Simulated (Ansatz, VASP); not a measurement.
# ZnS: VASP beside Ansatz

One calculation is typed for both programs; each brings its own data sets. How far apart do they land? The cell is taken from a series of runs on this material, whose earlier steps may have relaxed, scaled, displaced or heated it; both programs get it as it stands.

Method: plane waves, with VASP 6.6.1 beside it; zone-centre phonons at LDA, in Ansatz 0.2.0.

## 1. Starting point

The structure is tetragonal, space group I-4m2 (No. 119). Conventional cell: a = 3.708 Å, b = 3.708 Å, c = 5.361 Å, α = 90.00°, β = 90.00°, γ = 90.00°. Nearest to S lie 4 Zn at 2.29 Å. Zn has 4 S at 2.29 Å nearest. Farther neighbours and most contacts between anions are not listed.

Coordinates:

```cif
data_structure
_symmetry_space_group_name_H-M 'P 1'
_symmetry_Int_Tables_number 1
_cell_length_a 3.7495
_cell_length_b 3.7495
_cell_length_c 3.7079
_cell_angle_alpha 60.366
_cell_angle_beta 60.366
_cell_angle_gamma 59.267
_cell_volume 36.85
loop_
_atom_site_label
_atom_site_type_symbol
_atom_site_fract_x
_atom_site_fract_y
_atom_site_fract_z
_atom_site_occupancy
S1 S 0.00000 0.00000 0.00000 1
Zn2 Zn 0.75000 0.75000 0.75000 1
```

## 2. VASP: zone-centre phonons, LDA

Second derivatives magnify differences that forces hide, and they need a tight electronic threshold.

Lines of VASP's logs that name or quote its potential files are left out, and so is its time.

Contents of INCAR:

```
SYSTEM = ZnS
PREC = Accurate
ENCUT = 500
EDIFF = 1E-08
NELM = 120
ISMEAR = 0
SIGMA = 0.01
LREAL = .FALSE.
ALGO = Normal
GGA = CA
NBANDS = 15
LORBIT = 11
LWAVE = .FALSE.
LCHARG = .FALSE.
ISIF = 2
IBRION = 8
LEPSILON = .TRUE.
LASPH = .TRUE.
GGA_COMPAT = .FALSE.
EFERMI = MIDGAP
KPAR = 2
```

Contents of POSCAR:

```
ZnS
1.0
    0.0000000000      2.6218741961      2.6803950361
    2.6218741961      0.0000000000      2.6803950361
    2.6218741961      2.6218741961      0.0000000000
S Zn
1 1
Direct
    0.0000000000      0.0000000000      0.0000000000
    0.7500000000      0.7500000000      0.7500000000
```

Contents of KPOINTS:

```
Automatic mesh
0
Gamma
12 12 12
0 0 0
```

Potentials, in the order of the species: S and Zn (LDA family, release 64).

Started as:

```
$ mpirun -np 2 vasp_std
```

Numbers of over 12 decimals in the logs are rounded to 6 here.

The log of the run:

```text
[banner, memory and clock lines left out]
running    2 mpi-ranks, on    1 nodes
 distrk:  each k-point on    1 cores,    2 groups
 distr:  one band on    1 cores,    1 groups

 POSCAR found type information on POSCAR S Zn
 POSCAR found :  2 types and       2 ions
 LDA part: xc-table for (Slater(with rela. corr.)+CA(PZ))
 , standard interpolation
 POSCAR, INCAR and KPOINTS ok, starting setup
 FFT: planning ... GRIDC
 FFT: planning ... GRID_SOFT
 FFT: planning ... GRID
 WAVECAR not read
 entering main loop
       N       E                     dE             d eps       ncg     rms          rms(c)
DAV:   1     0.804816799365E+02    0.80482E+02   -0.84064E+03  4890   0.140E+03
DAV:   2    -0.336291762621E+01   -0.83845E+02   -0.78495E+02  5422   0.265E+02
DAV:   3    -0.859087137173E+01   -0.52280E+01   -0.51999E+01  6220   0.636E+01
DAV:   4    -0.864488617736E+01   -0.54015E-01   -0.53998E-01  5863   0.673E+00
DAV:   5    -0.864548806921E+01   -0.60189E-03   -0.60187E-03  6220   0.690E-01    0.778E+00
DAV:   6    -0.824152342931E+01    0.40396E+00   -0.81092E-01  7334   0.341E+01    0.595E+00
DAV:   7    -0.821156734257E+01    0.29956E-01   -0.25821E-01  5940   0.547E+00    0.283E+00
DAV:   8    -0.820540115787E+01    0.61662E-02   -0.59142E-03  7419   0.137E+00    0.650E-01
DAV:   9    -0.820483470997E+01    0.56645E-03   -0.12633E-03  5646   0.273E-01    0.801E-02
DAV:  10    -0.820484968131E+01   -0.14971E-04   -0.90223E-05  6136   0.919E-02    0.270E-02
DAV:  11    -0.820484662324E+01    0.30581E-05   -0.11317E-05  7650   0.744E-02    0.500E-03
DAV:  12    -0.820484673347E+01   -0.11023E-06   -0.12896E-06  5877   0.141E-02    0.226E-03
DAV:  13    -0.820484674202E+01   -0.85452E-08   -0.69196E-08  6353   0.285E-03
   1 F= -.82048467E+01 E0= -.82048467E+01  d E =0.000000E+00
 Linear response reoptimize wavefunctions to high precision
DAV:   1    -0.820484674264E+01   -0.62437E-09   -0.17925E-09  4531   0.117E-03
DAV:   2    -0.820484674271E+01   -0.66166E-10   -0.57317E-10  3558   0.209E-04
 Linear response G [H, r] |phi>, progress :
  Direction:   1
       N       E                     dE             d eps       ncg     rms
RMM:   1    -0.482509119452E+02   -0.48251E+02    0.15158E+02  8299   0.737E+01
RMM:   2    -0.492439133994E+02   -0.99300E+00   -0.10202E+01  8371   0.266E+01
RMM:   3    -0.494330014447E+02   -0.18909E+00   -0.74712E-01  9197   0.656E+00
RMM:   4    -0.494419252580E+02   -0.89238E-02   -0.32853E-02  9374   0.136E+00
RMM:   5    -0.494416931678E+02    0.23209E-03   -0.16342E-03  9623   0.323E-01
RMM:   6    -0.494418598430E+02   -0.16668E-03   -0.74055E-04  9624   0.878E-02
RMM:   7    -0.494418130881E+02    0.46755E-04   -0.77738E-05  9783   0.262E-02
RMM:   8    -0.494418205302E+02   -0.74421E-05   -0.11707E-04  9805   0.913E-03
RMM:   9    -0.494418146476E+02    0.58826E-05   -0.65284E-05  9046   0.328E-03
RMM:  10    -0.494418151924E+02   -0.54476E-06   -0.50367E-05  7518   0.151E-03
RMM:  11    -0.494418094853E+02    0.57071E-05   -0.72484E-06  6610   0.801E-04
RMM:  12    -0.494418100466E+02   -0.56134E-06    0.21179E-05  5860   0.560E-04
RMM:  13    -0.494418090569E+02    0.98970E-06   -0.16654E-05  5276   0.488E-04
RMM:  14    -0.494418076313E+02    0.14256E-05    0.65223E-05  4964   0.444E-04
RMM:  15    -0.494418079231E+02   -0.29178E-06   -0.66040E-06  4617   0.443E-04
RMM:  16    -0.494418077917E+02    0.13143E-06    0.68933E-05  4387   0.426E-04
RMM:  17    -0.494418076778E+02    0.11390E-06   -0.26566E-07  4148   0.433E-04
 Linear response G [H, r] |phi>, progress :
  Direction:   2
       N       E                     dE             d eps       ncg     rms
RMM:   1    -0.449957729035E+02   -0.44996E+02    0.17389E+02  8213   0.745E+01
RMM:   2    -0.468880646620E+02   -0.18923E+01   -0.92259E+00  8366   0.257E+01
RMM:   3    -0.470640244616E+02   -0.17596E+00   -0.67812E-01  9106   0.617E+00
RMM:   4    -0.470703633929E+02   -0.63389E-02   -0.26435E-02  9402   0.130E+00
RMM:   5    -0.470705904681E+02   -0.22708E-03   -0.19164E-03  9574   0.316E-01
RMM:   6    -0.470707585994E+02   -0.16813E-03   -0.71550E-04  9622   0.873E-02
RMM:   7    -0.470707058619E+02    0.52738E-04    0.72428E-06  9710   0.256E-02
RMM:   8    -0.470707149865E+02   -0.91246E-05   -0.49386E-05  9797   0.874E-03
RMM:   9    -0.470707072329E+02    0.77536E-05    0.26272E-05  8856   0.304E-03
RMM:  10    -0.470707099549E+02   -0.27220E-05   -0.49052E-08  7367   0.135E-03
RMM:  11    -0.470707109537E+02   -0.99886E-06   -0.61296E-06  6527   0.673E-04
RMM:  12    -0.470707105164E+02    0.43731E-06   -0.14039E-05  5727   0.463E-04
RMM:  13    -0.470707101741E+02    0.34232E-06    0.52639E-06  5277   0.384E-04
RMM:  14    -0.470707102491E+02   -0.74943E-07   -0.11140E-05  4903   0.350E-04
RMM:  15    -0.470707105224E+02   -0.27334E-06    0.19195E-06  4570   0.350E-04
RMM:  16    -0.470707104973E+02    0.25124E-07   -0.13562E-05  4316   0.340E-04
[...]
RMM:   1    -0.542323440131E+00   -0.54232E+00   -0.20510E+00 18603   0.383E+00
RMM:   2    -0.568958656962E+00   -0.26635E-01   -0.13723E-02 25735   0.834E-01    0.141E+00
RMM:   3    -0.533523769031E+00    0.35435E-01   -0.24362E-02 25137   0.856E-01    0.737E-01
RMM:   4    -0.538926152471E+00   -0.54024E-02   -0.16977E-02 25746   0.710E-01    0.182E-01
[...]
RMM:   7    -0.555782624742E+00   -0.27620E-03   -0.12416E-05 15064   0.210E-02    0.168E-03
RMM:   8    -0.555790828113E+00   -0.82034E-05   -0.62286E-07 15735   0.447E-03    0.905E-04
RMM:   9    -0.555787153072E+00    0.36750E-05   -0.12624E-07 15998   0.146E-03    0.405E-04
RMM:  10    -0.555791138263E+00   -0.39852E-05   -0.20786E-08 14761   0.406E-04    0.180E-04
RMM:  11    -0.555790546440E+00    0.59182E-06    0.10501E-09 13503   0.165E-04    0.233E-05
RMM:  12    -0.555790507254E+00    0.39187E-07    0.33402E-09  9738   0.738E-05    0.269E-06
 change of polarisation eV/A/(eV/A) component  3 :     0.326     0.035     1.057
 dielectric tensor                  component  3 :     1.599     0.173     6.189
 Linear response DOF=           4
 Linear response progress:
  Degree of freedom:   1/  4
       N       E                     dE             d eps       ncg     rms          rms(c)
RMM:   1    -0.105354616432E+00   -0.10535E+00    0.50511E-02 35802   0.231E+00
RMM:   2    -0.102893886195E+00    0.24607E-02   -0.49711E-03 22861   0.690E-01    0.175E-01
RMM:   3    -0.103287464471E+00   -0.39358E-03   -0.34873E-04 24970   0.152E-01    0.875E-02
RMM:   4    -0.103684647735E+00   -0.39718E-03   -0.54499E-05 25247   0.541E-02    0.168E-02
RMM:   5    -0.103697918703E+00   -0.13271E-04   -0.35028E-06 26318   0.132E-02    0.947E-03
RMM:   6    -0.103682691528E+00    0.15227E-04   -0.24932E-07 25894   0.401E-03    0.458E-03
RMM:   7    -0.103685585002E+00   -0.28935E-05   -0.81115E-08 25615   0.132E-03    0.713E-04
RMM:   8    -0.103686030865E+00   -0.44586E-06   -0.85140E-09 27457   0.304E-04    0.119E-04
RMM:   9    -0.103685529241E+00    0.50162E-06    0.85432E-10 26983   0.977E-05    0.419E-05
RMM:  10    -0.103685686349E+00   -0.15711E-06   -0.24408E-09 26782   0.414E-05    0.722E-06
RMM:  11    -0.103685700585E+00   -0.14236E-07   -0.90791E-10 26827   0.196E-05    0.552E-06
RMM:  12    -0.103685686022E+00    0.14563E-07    0.67046E-09 23078   0.939E-06    0.497E-07
RMM:  13    -0.103685688402E+00   -0.23799E-08   -0.87182E-10 16656   0.637E-06    0.130E-07
 first order change of Fermi-energy   0.61839E-04
 force on displaced ion       1 direction 1 :  -6.893   0.000  -0.000
 Born effective charge ion    1 direction 1 :  -1.882   0.000   0.000
 Linear response progress:
  Degree of freedom:   2/  4
       N       E                     dE             d eps       ncg     rms          rms(c)
RMM:   1    -0.105354854052E+00   -0.10535E+00    0.54722E-02 20822   0.232E+00
RMM:   2    -0.103084134088E+00    0.22707E-02   -0.50185E-03 13548   0.682E-01    0.179E-01
RMM:   3    -0.103484498260E+00   -0.40036E-03   -0.35461E-04 14612   0.152E-01    0.893E-02
RMM:   4    -0.103888476142E+00   -0.40398E-03   -0.56495E-05 14785   0.552E-02    0.172E-02
RMM:   5    -0.103898354477E+00   -0.98783E-05   -0.38921E-06 15346   0.138E-02    0.949E-03
RMM:   6    -0.103883266446E+00    0.15088E-04   -0.34537E-07 15161   0.411E-03    0.483E-03
RMM:   7    -0.103886623776E+00   -0.33573E-05   -0.84302E-08 14968   0.137E-03    0.623E-04
RMM:   8    -0.103886785817E+00   -0.16204E-06    0.58316E-10 15918   0.302E-04    0.138E-04
RMM:   9    -0.103886239477E+00    0.54634E-06    0.13662E-09 15709   0.100E-04    0.453E-05
RMM:  10    -0.103886407123E+00   -0.16765E-06    0.18152E-10 15633   0.416E-05    0.925E-06
RMM:  11    -0.103886418697E+00   -0.11574E-07    0.15910E-09 15657   0.193E-05    0.584E-06
RMM:  12    -0.103886404536E+00    0.14161E-07   -0.95995E-10 13630   0.874E-06    0.359E-07
RMM:  13    -0.103886406478E+00   -0.19422E-08   -0.69427E-09  9663   0.571E-06    0.111E-07
 first order change of Fermi-energy   0.42784E+00
 force on displaced ion       1 direction 3 :  -0.000  -0.000  -7.057
 Born effective charge ion    1 direction 3 :   0.000   0.000  -1.937
 Linear response progress:
  Degree of freedom:   3/  4
       N       E                     dE             d eps       ncg     rms          rms(c)
RMM:   1    -0.212496373902E+00   -0.21250E+00    0.24548E-03 20176   0.218E+00
RMM:   2    -0.210416234206E+00    0.20801E-02   -0.30232E-03 22826   0.478E-01    0.124E-01
RMM:   3    -0.210214802016E+00    0.20143E-03   -0.71563E-05 27181   0.698E-02    0.727E-02
RMM:   4    -0.209957346223E+00    0.25746E-03   -0.13625E-05 26815   0.273E-02    0.400E-03
RMM:   5    -0.209957683355E+00   -0.33713E-06   -0.29767E-07 28201   0.469E-03    0.147E-03
RMM:   6    -0.209962500613E+00   -0.48173E-05   -0.43441E-08 27869   0.146E-03    0.279E-04
RMM:   7    -0.209963018344E+00   -0.51773E-06   -0.15039E-08 28318   0.366E-04    0.122E-04
RMM:   8    -0.209962935567E+00    0.82777E-07   -0.51248E-09 27039   0.153E-04    0.305E-05
RMM:   9    -0.209962758781E+00    0.17679E-06   -0.36403E-10 28383   0.529E-05    0.123E-05
RMM:  10    -0.209962716571E+00    0.42210E-07    0.67421E-11 28741   0.216E-05    0.117E-06
RMM:  11    -0.209962722579E+00   -0.60080E-08   -0.15143E-10 24617   0.108E-05    0.445E-07
 first order change of Fermi-energy  -0.15676E-04
 force on displaced ion       2 direction 1 :  -6.898  -0.000  -0.000
 Born effective charge ion    2 direction 1 :   1.881   0.000   0.000
 Linear response progress:
  Degree of freedom:   4/  4
       N       E                     dE             d eps       ncg     rms          rms(c)
RMM:   1    -0.212428343256E+00   -0.21243E+00    0.37313E-03 11930   0.218E+00
RMM:   2    -0.210566930098E+00    0.18614E-02   -0.29560E-03 13397   0.472E-01    0.127E-01
RMM:   3    -0.210364312481E+00    0.20262E-03   -0.70147E-05 15869   0.696E-02    0.742E-02
RMM:   4    -0.210108206365E+00    0.25611E-03   -0.13715E-05 15673   0.271E-02    0.447E-03
RMM:   5    -0.210107402155E+00    0.80421E-06   -0.32676E-07 16447   0.478E-03    0.147E-03
RMM:   6    -0.210112002448E+00   -0.46003E-05   -0.43383E-08 16332   0.148E-03    0.280E-04
RMM:   7    -0.210112440210E+00   -0.43776E-06   -0.73869E-09 16569   0.380E-04    0.131E-04
RMM:   8    -0.210112539090E+00   -0.98880E-07   -0.41123E-09 16154   0.166E-04    0.364E-05
RMM:   9    -0.210112334348E+00    0.20474E-06   -0.74641E-11 16535   0.540E-05    0.159E-05
RMM:  10    -0.210112296421E+00    0.37927E-07    0.85580E-13 16807   0.218E-05    0.126E-06
RMM:  11    -0.210112299485E+00   -0.30641E-08   -0.83431E-11 14115   0.109E-05    0.583E-07
 first order change of Fermi-energy  -0.42717E+00
 force on displaced ion       2 direction 3 :   0.000   0.000  -7.048
 Born effective charge ion    2 direction 3 :   0.000   0.000   1.937
 Born effective charges drift removed
 Linear response finished
```

OUTCAR, selected parts (step 2):

```text
ion  position               nearest neighbor table
   1  0.000  0.000  0.000-   2 2.29   2 2.29   2 2.29   2 2.29
   2  0.750  0.750  0.750-   1 2.29   1 2.29   1 2.29   1 2.29

  LATTYP: Found a body centered tetragonal cell.
 ALAT       =     3.7078900470
 C/A-ratio  =     1.4457791370

 Subroutine GETGRP returns: Found  8 space group operations
 (whereof  8 operations were pure point group operations)

The static configuration has the point symmetry D_2d.

 Found    163 irreducible k-points:

   k-points           NKPTS =    163   k-points in BZ     NKDIM =    163   number of bands    NBANDS=     15

   dimension x,y,z NGX =    28 NGY =   28 NGZ =   28
   dimension x,y,z NGXF=    56 NGYF=   56 NGZF=   56

   ENCUT  =  500.0 eV  36.75 Ry    6.06 a.u.   6.84  6.84  6.76*2*pi/ulx,y,z

   NELECT =      18.0000    total number of electrons

 k-points in reciprocal lattice and weights: Automatic mesh
   0.00000000  0.00000000  0.00000000       0.001
   0.08333333 -0.00000000  0.00000000       0.005
   0.16666667  0.00000000  0.00000000       0.005
   0.25000000  0.00000000  0.00000000       0.005
   0.33333333 -0.00000000  0.00000000       0.005
   0.41666667 -0.00000000  0.00000000       0.005
   0.50000000  0.00000000  0.00000000       0.002
   0.08333333  0.08333333  0.00000000       0.001
   0.16666667  0.08333333  0.00000000       0.005
[...]
-0.33333333  0.16666667  0.50000000       0.002
  -0.25000000  0.25000000  0.50000000       0.001

 average (electrostatic) potential at core
       1 -88.6931       2 -36.9895

  Total        0.2994596      0.2994596      0.0623351      0.0000000     -0.0000000      0.0000000
  in kB       13.0195614     13.0195614      2.7101318      0.0000000     -0.0000000      0.0000000
  external PRESSURE =       9.5830848 kB  Pullay stress =       0.0000000 kB

  energy-cutoff  :      500.00
  volume of cell :       36.85
      direct lattice vectors                 reciprocal lattice vectors
     0.000000000  2.621874196  2.680395036    -0.190703277  0.190703277  0.186539668
     2.621874196  0.000000000  2.680395036     0.190703277 -0.190703277  0.186539668
     2.621874196  2.621874196  0.000000000     0.190703277  0.190703277 -0.186539668

 POSITION                                       TOTAL-FORCE (eV/Angst)
 -----------------------------------------------------------------------------------
      0.00000      0.00000      0.00000        -0.000000     -0.000000     -0.000000
      3.93281      3.93281      4.02059         0.000000      0.000000      0.000000
 -----------------------------------------------------------------------------------
    total drift:                                0.000001      0.000001      0.000001

 MACROSCOPIC STATIC DIELECTRIC TENSOR (including local field effects in DFT)
 ------------------------------------------------------
           6.097685    -0.000000     0.000000
           0.000000     6.097685     0.000000
          -0.000000    -0.000000     6.189022
 ------------------------------------------------------

 PIEZOELECTRIC TENSOR (including local field effects)  for field in x, y, z        (C/m^2)
          XX          YY          ZZ          XY          YZ          ZX
  --------------------------------------------------------------------------------
  x     0.00000    -0.00000     0.00000     0.00000    -0.66325     0.00000
  y     0.00000     0.00000     0.00000     0.00000     0.00000    -0.66325
  z     0.00000     0.00000     0.00000    -0.64391     0.00000     0.00000

 BORN EFFECTIVE CHARGES (including local field effects) (in |e|, cummulative output)
 ---------------------------------------------------------------------------------
 ion    1
    1    -1.88157     0.00000     0.00000
    2     0.00000    -1.88157     0.00000
    3     0.00000     0.00000    -1.93705
 ion    2
    1     1.88157     0.00000     0.00000
    2     0.00000     1.88157     0.00000
    3     0.00000     0.00000     1.93705

 Eigenvectors and eigenvalues of the dynamical matrix
 ----------------------------------------------------

   1 f  =    8.951741 THz    56.245446 2PiTHz  298.597932 cm-1    37.021409 meV
             X         Y         Z           dx          dy          dz
      0.000000  0.000000  0.000000     0.000000    0.000000    0.819298
      3.932811  3.932811  4.020593     0.000000    0.000000   -0.573368

   2 f  =    8.849836 THz    55.605159 2PiTHz  295.198750 cm-1    36.599964 meV
             X         Y         Z           dx          dy          dz
      0.000000  0.000000  0.000000    -0.819046   -0.000000    0.000000
      3.932811  3.932811  4.020593     0.573728   -0.000000    0.000000

   3 f  =    8.849836 THz    55.605159 2PiTHz  295.198750 cm-1    36.599964 meV
             X         Y         Z           dx          dy          dz
      0.000000  0.000000  0.000000     0.000000   -0.819046    0.000000
      3.932811  3.932811  4.020593     0.000000    0.573728    0.000000

   4 f/i=    0.001259 THz     0.007910 2PiTHz    0.041991 cm-1     0.005206 meV
             X         Y         Z           dx          dy          dz
      0.000000  0.000000  0.000000    -0.573728   -0.000113    0.000000
      3.932811  3.932811  4.020593    -0.819046   -0.000162    0.000000

   5 f/i=    0.001259 THz     0.007910 2PiTHz    0.041991 cm-1     0.005206 meV
             X         Y         Z           dx          dy          dz
      0.000000  0.000000  0.000000     0.000113   -0.573728    0.000000
      3.932811  3.932811  4.020593     0.000162   -0.819046    0.000000

   6 f/i=    0.002666 THz     0.016748 2PiTHz    0.088914 cm-1     0.011024 meV
             X         Y         Z           dx          dy          dz
      0.000000  0.000000  0.000000     0.000000    0.000000   -0.573368
      3.932811  3.932811  4.020593     0.000000    0.000000   -0.819298

 MACROSCOPIC STATIC DIELECTRIC TENSOR IONIC CONTRIBUTION
 ------------------------------------------------------
           2.521111     0.000000     0.000000
           0.000000     2.521111    -0.000000
           0.000000    -0.000000     2.612325
 ------------------------------------------------------

 ELASTIC MODULI CONTR FROM IONIC RELAXATION (kBar)
 Direction    XX          YY          ZZ          XY          YZ          ZX
 --------------------------------------------------------------------------------
 XX           0.0000      0.0000      0.0000      0.0000      0.0000      0.0000
 YY           0.0000      0.0000      0.0000      0.0000      0.0000      0.0000
 ZZ           0.0000      0.0000      0.0000      0.0000      0.0000      0.0000
 XY           0.0000      0.0000      0.0000   -309.5008      0.0000      0.0000
 YZ           0.0000      0.0000      0.0000      0.0000   -303.6498      0.0000
 ZX           0.0000      0.0000      0.0000      0.0000      0.0000   -286.0510
 --------------------------------------------------------------------------------

 PIEZOELECTRIC TENSOR IONIC CONTR  for field in x, y, z        (C/m^2)
          XX          YY          ZZ          XY          YZ          ZX
  --------------------------------------------------------------------------------
  x     0.00000     0.00000     0.00000     0.00000     0.82329     0.00000
  y     0.00000     0.00000     0.00000    -0.00000     0.00000     0.79908
  z     0.00000     0.00000     0.00000     0.84609     0.00000    -0.00000
```

(Continued in part 2 of 2.)

[Lines on the potential files, build, host, timing and source positions are cut from VASP's logs without a mark.]

[Logs are printed without paths, hosts, clocks, repeated set-up lines and the standing remarks that a program may print on its own settings, such as how far it seeks lower states.]

[Hosts, paths, dates, database ids (printed as entryN), source tags and the programs' standing remarks are cut or masked in the printed files.]
